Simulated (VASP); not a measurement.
Write the native input for VASP 6.6.1 that does the following.

* Task: band structure
* Functional: PBEsol
* Potentials or basis: VASP PAW PBE potentials, release 64 (Ca_sv, Si, Sb)
* Cutoff: 520 eV
* k mesh: 5 × 5 × 4
* Occupations: fermi-dirac, width 0.05 eV
* Spin: no spin polarisation
* Further INCAR settings: ALGO = Fast; EDIFF = 1e-07; NBANDS = 22

CaSi2Sb2:

```
CELL_PARAMETERS angstrom
4.99739 0.00000 0.00000
-2.49870 4.32787 0.00000
0.00000 0.00000 5.86169
ATOMIC_POSITIONS crystal
Ca 0.00000 0.00000 0.00000
Si 0.33333 0.66667 0.25648
Si 0.66667 0.33333 0.74352
Sb 0.33333 0.66667 0.72240
Sb 0.66667 0.33333 0.27760
```

The cell was built by a generator and needn't be a form met in nature.

These files were run (other wordings do the same):

POSCAR

```
CaSi2Sb2
1.0
    4.9973900000      0.0000000000      0.0000000000
   -2.4987000000      4.3278700000      0.0000000000
    0.0000000000      0.0000000000      5.8616900000
Ca Si Sb
1 2 2
Direct
    0.0000000000      0.0000000000      0.0000000000
    0.3333300000      0.6666700000      0.2564800000
    0.6666700000      0.3333300000      0.7435200000
    0.3333300000      0.6666700000      0.7224000000
    0.6666700000      0.3333300000      0.2776000000
```

INCAR.step1

```
SYSTEM = CaSi2Sb2
  ALGO = Fast
  EDIFF = 1E-7
  ENCUT = 520
  GGA = PS
  ISIF = 2
  ISMEAR = -1
  LASPH = .True.
  LCHARG = .True.
  LREAL = .False.
  LWAVE = .False.
  NBANDS = 22
  NELM = 100
  PREC = Accurate
  SIGMA = 0.05
```

KPOINTS.step1

```
k-points
0
Gamma
  5 5 4
  0 0 0
```

INCAR.step2

```
SYSTEM = CaSi2Sb2
  ALGO = Fast
  EDIFF = 1E-7
  ENCUT = 520
  GGA = PS
  ICHARG = 11
  ISIF = 2
  ISMEAR = 0
  LASPH = .True.
  LCHARG = .False.
  LREAL = .False.
  LWAVE = .False.
  NBANDS = 22
  NELM = 100
  PREC = Accurate
  SIGMA = 0.05
```

KPOINTS.step2

```
path GMKGALHA,LM,KH
20
line-mode
reciprocal
 0.0000000000  0.0000000000  0.0000000000  G
 0.5000000000  0.0000000000  0.0000000000  M

 0.5000000000  0.0000000000  0.0000000000  M
 0.3333333333  0.3333333333  0.0000000000  K

 0.3333333333  0.3333333333  0.0000000000  K
 0.0000000000  0.0000000000  0.0000000000  G

 0.0000000000  0.0000000000  0.0000000000  G
 0.0000000000  0.0000000000  0.5000000000  A

 0.0000000000  0.0000000000  0.5000000000  A
 0.5000000000  0.0000000000  0.5000000000  L

 0.5000000000  0.0000000000  0.5000000000  L
 0.3333333333  0.3333333333  0.5000000000  H

 0.3333333333  0.3333333333  0.5000000000  H
 0.0000000000  0.0000000000  0.5000000000  A

 0.5000000000  0.0000000000  0.5000000000  L
 0.5000000000  0.0000000000  0.0000000000  M

 0.3333333333  0.3333333333  0.0000000000  K
 0.3333333333  0.3333333333  0.5000000000  H
```

Potentials or basis: VASP PAW PBE potentials, release 64 (Ca_sv, Si, Sb).

Command:

```sh
$ cat potpaw_PBE.64/Ca_sv/POTCAR potpaw_PBE.64/Si/POTCAR potpaw_PBE.64/Sb/POTCAR > POTCAR
$ cp INCAR.step1 INCAR
$ cp KPOINTS.step1 KPOINTS
$ mpirun -np 1 vasp_std > vasp.out
$ cp INCAR.step2 INCAR
$ cp KPOINTS.step2 KPOINTS
$ mpirun -np 1 vasp_std > vasp.out
```

Results of the run:

The band gap along the path is none (metal or under the smearing width).

Caveat: the log is that of the step along the path at fixed density, whose energy, stress, charges and moments have no meaning; spin-orbit coupling is left out, which moves the levels of the heavy elements.

Wall time 8.5 min on 1 thread of Intel(R) Xeon(R) 6975P-C (Granite Rapids), on a shared host, peak memory 0.63 GiB.
